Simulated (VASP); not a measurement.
Crystal: BeRu.

```xyz
2
Lattice="2.4994 0.0000 0.0000 -1.2497 2.1645 0.0000 0.0000 0.0000 3.7955" Properties=species:S:1:pos:R:3 pbc="T T T"
Be    0.0000    0.0000    1.8978
Ru    1.2497    0.7215    0.0000
```

The cell was built by a generator and needn't be a form met in nature.

* Program: VASP 6.6.1
* Task: relaxation of cell and atoms
* Functional: TPSS
* Potentials or basis: VASP PAW PBE potentials, release 64 (Be, Ru_pv)
* Cutoff: 600 eV
* k mesh: 12 × 12 × 7
* Occupations: methfessel-paxton, width 0.1 eV
* Spin: no spin polarisation

At the start: pressure 36.2 GPa; volume 10.27 Å³/atom.

Problem. Where does the relaxation end?

Solution. Over 10 steps the energy falls by 212.3 meV/atom and the volume is 11.28 Å³/atom (+9.9 %); space group P-6m2 (No. 187, to 0.05 Å).

The path:
| step | energy change (eV) | largest force (eV/Å) | pressure (GPa) | volume (Å³) |
| --- | --- | --- | --- | --- |
| 1 | 0.0000 | 0.0000 | 36.17 | 20.53 |
| 2 | 0.2073 | 0.0000 | -30.27 | 28.10 |
| 3 | -0.3522 | 0.0000 | -5.20 | 23.48 |
| 4 | -0.3532 | 0.0000 | -3.96 | 23.35 |
| 5 | -0.4140 | 0.0000 | -1.74 | 22.86 |
| 6 | -0.4243 | 0.0000 | -0.19 | 22.61 |
| 7 | -0.4246 | 0.0000 | 0.16 | 22.56 |
| 8 | -0.4246 | 0.0000 | 0.26 | 22.54 |
| 9 | -0.4246 | 0.0000 | -0.30 | 22.60 |
| 10 | -0.4246 | 0.0000 | -0.02 | 22.57 |

Final structure:
```xyz
2
Lattice="2.6953 0.0000 0.0000 -1.3477 2.3342 0.0000 0.0000 0.0000 3.5869" Properties=species:S:1:pos:R:3 pbc="T T T"
Be    0.0000    0.0000    1.7935
Ru    1.3477    0.7781    0.0000
```

Caveat: the PAW data sets were made with another functional, which shifts forces and pressure a little.
